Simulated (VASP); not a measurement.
A run of VASP 6.6.1 is set up as follows.

The input INCAR:

```
ALGO = Normal ; EDIFF = 1E-6
ENCUT = 450 ; GGA = PE
ISIF = 2 ; ISMEAR = 0
KPAR = 4 ; LASPH = True
LCHARG = False ; LREAL = False
LWAVE = False ; NELM = 120
PREC = Accurate ; SIGMA = 0.02
```

File KPOINTS:

```
k-points
0
Gamma
  12 12 8
```

Contents of POSCAR:

```
AlN                                     
1.0
    3.1278342208      0.0000000000      0.0000000000
   -1.5639171604      2.7087839215      0.0000000000
    0.0000000000      0.0000000000      5.0156648444
  Al              N             
     2     2
Direct
     0.6666666699999979    0.3333333300000021    0.4992676207630851
     0.3333333300000021    0.6666666699999979    0.9992676207630851
     0.6666666699999979    0.3333333300000021    0.8807323792369175
     0.3333333300000021    0.6666666699999979    0.3807323792369175
```

File KPOINTS_OPT:

```
path GMKGALHA,LM,KH
20
line-mode
reciprocal
 0.0000000000  0.0000000000  0.0000000000  G
 0.5000000000  0.0000000000  0.0000000000  M

 0.5000000000  0.0000000000  0.0000000000  M
 0.3333333333  0.3333333333  0.0000000000  K

 0.3333333333  0.3333333333  0.0000000000  K
 0.0000000000  0.0000000000  0.0000000000  G

 0.0000000000  0.0000000000  0.0000000000  G
 0.0000000000  0.0000000000  0.5000000000  A

 0.0000000000  0.0000000000  0.5000000000  A
 0.5000000000  0.0000000000  0.5000000000  L

 0.5000000000  0.0000000000  0.5000000000  L
 0.3333333333  0.3333333333  0.5000000000  H

 0.3333333333  0.3333333333  0.5000000000  H
 0.0000000000  0.0000000000  0.5000000000  A

 0.5000000000  0.0000000000  0.5000000000  L
 0.5000000000  0.0000000000  0.0000000000  M

 0.3333333333  0.3333333333  0.0000000000  K
 0.3333333333  0.3333333333  0.5000000000  H
```

Potentials or basis: VASP PAW PBE potentials, release 64 (Al, N).

Launch:

```bash
$ cat potpaw_PBE.64/Al/POTCAR potpaw_PBE.64/N/POTCAR > POTCAR
$ mpirun -np 4 vasp_std > vasp.out
```

Estimate the band gap along the path.

4.06 eV, direct.

Predict the band gap on the k mesh.

4.06 eV, direct.

Levels at the corners of the path, in eV from the valence-band top:
| point | band 6 | band 7 | band 8 | band 9 | band 10 | band 11 |
| --- | --- | --- | --- | --- | --- | --- |
| Γ | -0.20 | -0.20 | 0.00 | 4.06 | 6.53 | 10.48 |
| M | -2.05 | -1.75 | -0.68 | 5.77 | 5.77 | 8.04 |
| M | -2.05 | -1.75 | -0.68 | 5.77 | 5.77 | 8.04 |
| K | -2.41 | -2.35 | -2.35 | 5.05 | 8.29 | 9.57 |
| K | -2.41 | -2.35 | -2.35 | 5.05 | 8.29 | 9.57 |
| Γ | -0.20 | -0.20 | 0.00 | 4.06 | 6.53 | 10.48 |
| Γ | -0.20 | -0.20 | 0.00 | 4.06 | 6.53 | 10.48 |
| A | -0.53 | -0.53 | -0.53 | 6.33 | 6.33 | 10.18 |
| A | -0.53 | -0.53 | -0.53 | 6.33 | 6.33 | 10.18 |
| L | -1.44 | -1.35 | -1.35 | 5.25 | 5.25 | 9.16 |
| L | -1.44 | -1.35 | -1.35 | 5.25 | 5.25 | 9.16 |
| H | -3.79 | -0.79 | -0.79 | 7.37 | 7.37 | 7.72 |
| H | -3.79 | -0.79 | -0.79 | 7.37 | 7.37 | 7.72 |
| A | -0.53 | -0.53 | -0.53 | 6.33 | 6.33 | 10.18 |
| L | -1.44 | -1.35 | -1.35 | 5.25 | 5.25 | 9.16 |
| M | -2.05 | -1.75 | -0.68 | 5.77 | 5.77 | 8.04 |
| K | -2.41 | -2.35 | -2.35 | 5.05 | 8.29 | 9.57 |
| H | -3.79 | -0.79 | -0.79 | 7.37 | 7.37 | 7.72 |

**The experiment to reproduce.**

“Self-assembly of well-separated AlN nanowires directly on sputtered metallic TiN films”, 2019, arxiv:1910.07391 quotes, for a bulk crystal of AlN at 10 K: band gap 6.034 eV (an exciton energy, a little under the gap).

Measured gap of AlN: 6.034 eV (an exciton energy, a little under the gap; 10 K; quoted in “Self-assembly of well-separated AlN nanowires directly on sputtered metallic TiN films”, 2019, arxiv:1910.07391). This calculation gives 4.06 eV (-1.97 eV). 2 values of this kind are on record (6.034 to 6.0343 eV); this one was drawn at random. The value is that of PBE, without temperature or zero-point motion. Semilocal functionals fall short of measured gaps as a rule. The cell is a database's relaxed one, not the measured one, which moves gaps too.
